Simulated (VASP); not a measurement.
```
CELL_PARAMETERS angstrom
      3.49666     0.00000     0.00000
     -1.74833     3.02820     0.00000
      0.00000     0.00000    23.46310
ATOMIC_POSITIONS crystal
  Te 0.33333 0.66667 0.22581
  Te 0.66667 0.33333 0.77419
  Te 0.66667 0.33333 0.92884
  Te 0.33333 0.66667 0.07116
  W  0.33333 0.66667 0.85141
  W  0.66667 0.33333 0.14859
```

Method: PBEsol GGA, VASP's PBE PAW potentials (set 64) (plane waves; VASP). Settings: 400 eV cut-off, Gaussian smearing of 0.050 eV, potentials Te W_sv.

The cell holds a wide vacuum, so values per volume refer to the whole cell. Unless said otherwise, spin-orbit coupling is left out, though it shifts the bands of the heavy elements here.

Q: What does the run give for the band gap (along the path) with the smallest direct gap where there is one?

A: 
```yaml
band gap (along the path): 1.01 eV
smallest direct gap (along the path): 1.14 eV
```

Total energies compare only between runs with the same potentials, cut-off and functional.

The cell is a sheet with vacuum, built from a database entry that may be metastable or hypothetical.
